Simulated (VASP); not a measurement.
Given:

```
Ge
1.0
    0.00000     2.61938     2.61938
    2.61938     0.00000     2.61938
    2.61938     2.61938     0.00000
Ge
2
Direct
  0.00000   0.00000   0.00000
  0.25000   0.25000   0.25000
```

Level of theory: r2SCAN meta-GGA, VASP's PBE PAW potentials (set 64) (plane waves; VASP). Numerical set-up: 500 eV cut-off, 9×9×9 Γ-centred mesh, Gaussian smearing of 0.050 eV, potentials Ge_d.

Problem. What does the run give for the energy per atom (σ→0), pressure?

Solution. 
energy per atom (σ→0): -13.501 eV/atom
pressure: 29.95 GPa

Total energies compare only between runs with the same potentials, cut-off and functional.

The compound is Ge in the diamond structure. It was relaxed first under an external pressure of 30 GPa.
